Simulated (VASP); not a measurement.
Given:

```
Tl
1.0
    1.73044    -2.99721     0.00000
    1.73044     2.99721     0.00000
    0.00000     0.00000     5.57751
Tl
2
Cartesian
  1.73044   0.99907   1.39438
  1.73044  -0.99907   4.18313
```

The numbers are results of AM05 GGA, VASP's PBE PAW potentials (set 64) (plane waves; VASP), not measurements. Settings: 520 eV cut-off, Gaussian smearing of 0.050 eV, potentials Tl_d.

### Question
Give the energies of bands 11 to 16 at the high-symmetry points, in eV from the Fermi level.

### Answer

| band | Γ | M | K | A | L | H |
|---|---|---|---|---|---|---|
| 11 | -10.03 | -5.79 | -4.63 | -8.62 | -4.77 | -4.13 |
| 12 | -5.25 | -4.71 | -4.63 | -8.62 | -4.77 | -4.13 |
| 13 | -2.88 | -0.81 | -1.32 | 3.14 | -2.30 | -0.92 |
| 14 | 7.97 | 0.41 | 1.66 | 3.14 | -2.30 | -0.92 |
| 15 | 7.97 | 1.29 | 1.66 | 8.93 | 5.52 | 0.16 |
| 16 | 10.00 | 3.69 | 2.70 | 8.93 | 5.52 | 0.16 |

It has no gap at this level: it comes out as a metal or semimetal.

The compound is Tl in the hcp structure. It was relaxed first.
